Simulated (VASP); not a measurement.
## MgO (Periclase): dielectric tensor with LDA

**Measured values to compare with.**

From “Infrared Optical Properties of Ferropericlase (Mg1-xFexO): Experiment and Theory”, 2007, arxiv:0704.2267, for a bulk crystal of MgO at 295 K: high-frequency dielectric constant 2.95 ± 0.1.

Crystal: MgO (Periclase).

```
Mg O
1.0
     0.00000    2.07202    2.07202
     2.07202    0.00000    2.07202
     2.07202    2.07202    0.00000
Mg O
1 1
Cartesian
  2.0720 0.0000 2.0720
  2.0720 2.0720 2.0720
```

```
Program                : VASP 6.6.1
Task                   : dielectric tensor
Functional             : LDA
Potentials or basis    : VASP PAW LDA potentials, release 64 (Mg, O)
Cutoff                 : 600 eV
k mesh                 : 18 × 18 × 18
Occupations            : gaussian, width 0.03 eV
Spin                   : no spin polarisation
Monkhorst-Pack mesh    : yes
Further INCAR settings : ALGO = Normal; EDIFF = 1e-08
```

```yaml
Electronic_dielectric_tensor_diagonal: 3.09
Born_charges_mean_of_the_diagonal: Mg +1.95; O -1.95 e
```

Levels at points of the mesh, in eV from the valence-band top:
```csv
k point,band 2,band 3,band 4,band 5,band 6,band 7
"(0.03, 0.03, 0.03)",-0.05,0.00,0.00,5.21,15.66,15.82
```

Electronic dielectric tensor:
```
3.09 0.00 0.00
0.00 3.09 0.00
0.00 0.00 3.09
```

Born effective charge tensors (e):
atom 1, Mg
```
1.95 0.00 0.00
0.00 1.95 0.00
0.00 0.00 1.95
```
atom 2, O
```
-1.95  0.00  0.00
 0.00 -1.95  0.00
 0.00  0.00 -1.95
```

Run time: 5 min on 1 thread of Intel(R) Xeon(R) 6975P-C (Granite Rapids), with other jobs on the host, peak memory 0.79 GiB.

A measured high-frequency dielectric constant of MgO is 2.95 (295 K; “Infrared Optical Properties of Ferropericlase (Mg1-xFexO): Experiment and Theory”, 2007, arxiv:0704.2267); the calculated 3.09 misses it by +4.8 %.
